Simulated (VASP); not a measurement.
Output of a VASP run:

File OSZICAR:
```
       N       E                     dE             d eps       ncg     rms          rms(c)
DAV:   1     0.149208826390E+03    0.14921E+03   -0.11481E+04   320   0.133E+03
DAV:   2    -0.417246803312E+01   -0.15338E+03   -0.15133E+03   408   0.250E+02
DAV:   3    -0.129549033471E+02   -0.87824E+01   -0.87758E+01   432   0.643E+01
DAV:   4    -0.132141491746E+02   -0.25925E+00   -0.25919E+00   592   0.878E+00
DAV:   5    -0.132158325953E+02   -0.16834E-02   -0.16834E-02   432   0.619E-01    0.121E+01
DAV:   6    -0.129003992880E+02    0.31543E+00   -0.84512E-01   456   0.522E+00    0.803E+00
DAV:   7    -0.129073678798E+02   -0.69686E-02   -0.44606E-01   472   0.413E+00    0.223E+00
DAV:   8    -0.129140004600E+02   -0.66326E-02   -0.63319E-02   392   0.152E+00    0.343E-01
DAV:   9    -0.129155816882E+02   -0.15812E-02   -0.28401E-03   440   0.323E-01    0.122E-01
DAV:  10    -0.129172177282E+02   -0.16360E-02   -0.14661E-03   384   0.234E-01    0.307E-02
DAV:  11    -0.129173591984E+02   -0.14147E-03   -0.16673E-04   448   0.723E-02    0.407E-02
DAV:  12    -0.129173753695E+02   -0.16171E-04   -0.25075E-05   392   0.279E-02    0.973E-03
DAV:  13    -0.129173792590E+02   -0.38895E-05   -0.83364E-06   416   0.162E-02    0.487E-03
DAV:  14    -0.129173793180E+02   -0.59023E-07   -0.51921E-07   320   0.498E-03
   1 F= -.12917379E+02 E0= -.12917379E+02  d E =-.129174E+02
```

File OUTCAR:
```
------------------------ aborting loop because EDIFF is reached ----------------------------------------
  FORCE on cell =-STRESS in cart. coord.  units (eV):
  Direction    XX          YY          ZZ          XY          YZ          ZX
  --------------------------------------------------------------------------------------
  Total        0.0369868      0.0369868      0.0369868      0.0000000      0.0000000      0.0000000
  in kB        0.6825971      0.6825971      0.6825971      0.0000000      0.0000000      0.0000000
  external PRESSURE =       0.6825971 kB  Pullay stress =       0.0000000 kB
  volume of cell :       86.81
      direct lattice vectors                 reciprocal lattice vectors
     0.000000000  3.514426405  3.514426405    -0.142270727  0.142270727  0.142270727
     3.514426405  0.000000000  3.514426405     0.142270727 -0.142270727  0.142270727
     3.514426405  3.514426405  0.000000000     0.142270727  0.142270727 -0.142270727
 POSITION                                       TOTAL-FORCE (eV/Angst)
 -----------------------------------------------------------------------------------
      0.00000      0.00000      0.00000        -0.000000      0.000000     -0.000000
      1.75721      1.75721      1.75721         0.000000     -0.000000     -0.000000
      5.27164      5.27164      5.27164         0.000000      0.000000      0.000000
 -----------------------------------------------------------------------------------
    total drift:                               -0.000000     -0.000000      0.000000
  FREE ENERGIE OF THE ION-ELECTRON SYSTEM (eV)
  ---------------------------------------------------
  free  energy   TOTEN  =       -12.9173793180 eV

  energy  without entropy=      -12.9173793180  energy(sigma->0) =      -12.91737932

 reached required accuracy - stopping structural energy minimisation
```
(Selected blocks of OUTCAR.)

### POSCAR
```
SrCl2
1
    0.0000000000     3.5144264048     3.5144264048
    3.5144264048    -0.0000000000     3.5144264048
    3.5144264048     3.5144264048    -0.0000000000
Sr Cl
1 2
Direct
  0.0000000000   1.0000000000   0.0000000000
  0.2500000000   0.2500000000   0.2500000000
  0.7500000000   0.7500000000   0.7500000000
```

Question: Reconstruct the remaining input files.

Answer: One answer among several that fit: the input of the run itself, PW91 GGA, plane waves, VASP's PBE PAW potentials (set 64).

**KPOINTS**
```
Automatic mesh
0
Gamma
5 5 5
0 0 0
```

**INCAR**
```
! general
SYSTEM   =  SrCl2
PREC     =  Accurate
ENCUT    =  520
LREAL    =  F
LASPH    =  T

! electronic loop
EDIFF    =  1E-6
NELM     =  100
ALGO     =  Normal
LMAXMIX  =  4

! smearing
ISMEAR   =  0
SIGMA    =  0.05

! functional
GGA      =  91

! ions
IBRION   =  2
NSW      =  60
ISIF     =  3
EDIFFG   =  -0.02

! output
LWAVE    =  F
LCHARG   =  F
```

POTCAR, in this order: Sr_sv Cl (PBE.64 set). Program: vasp_std.

The compound is SrCl2 in the fluorite structure. It was relaxed first. The start is the result of an earlier pass.
